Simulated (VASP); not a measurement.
Crystal: SiB2.

```
CELL_PARAMETERS angstrom
2.93000 0.00000 0.00000
0.00000 4.78000 0.00000
0.00000 0.00000 4.16000
ATOMIC_POSITIONS crystal
Si 0.50000 0.50000 0.15350
Si 0.00000 0.00000 0.84650
B 0.50000 0.69200 0.63200
B 0.50000 0.30800 0.63200
B 0.00000 0.19200 0.36800
B 0.00000 0.80800 0.36800
```

The cell was built by a generator and needn't be a form met in nature.

| Item | Value |
| --- | --- |
| Program | VASP 6.6.1 |
| Task | relaxation of cell and atoms |
| Functional | PBE |
| Potentials or basis | VASP PAW PBE potentials, release 64 (Si, B) |
| Cutoff | 520 eV |
| k mesh | 6 × 4 × 4 |
| Occupations | gaussian, width 0.15 eV |
| Spin | no spin polarisation |

At the start: pressure -14.7 GPa; volume 9.71 Å³/atom.

Problem. How do energy, volume and symmetry change on relaxing?

Solution. Over 11 steps the energy falls by 96.8 meV/atom and the volume is 8.80 Å³/atom (-9.4 %); space group Pmmn (No. 59, to 0.05 Å).

The path:
| step | energy change (eV) | largest force (eV/Å) | pressure (GPa) | volume (Å³) |
| --- | --- | --- | --- | --- |
| 1 | 0.0000 | 0.8299 | -14.72 | 58.26 |
| 2 | -0.3483 | 1.2138 | 9.69 | 51.02 |
| 3 | -0.4138 | 0.4410 | 1.04 | 52.92 |
| 4 | -0.4142 | 0.4814 | 1.42 | 52.81 |
| 5 | -0.4921 | 0.5813 | 1.00 | 52.73 |
| 6 | -0.5253 | 0.6648 | 1.09 | 52.59 |
| 7 | -0.5657 | 0.3048 | -1.50 | 53.07 |
| 8 | -0.5664 | 0.2830 | -1.26 | 53.01 |
| 9 | -0.5761 | 0.1321 | 1.02 | 52.52 |
| 10 | -0.5768 | 0.1073 | 0.62 | 52.62 |
| 11 | -0.5805 | 0.0632 | 0.02 | 52.79 |

Final structure:
```
CELL_PARAMETERS angstrom
2.94938 0.00000 0.00000
0.00000 4.76502 0.00000
0.00000 0.00000 3.75617
ATOMIC_POSITIONS crystal
Si 0.50000 0.50000 0.13436
Si 0.00000 0.00000 0.86563
B 0.50000 0.69766 0.61535
B 0.50000 0.30234 0.61535
B 0.00000 0.19766 0.38465
B 0.00000 0.80234 0.38465
```

Caveat: the k mesh is coarse (spacing up to 0.38 Å⁻¹), so the values aren't converged; the relaxation stopped at a loose force limit of 0.08 eV/Å, so its end isn't a converged minimum.
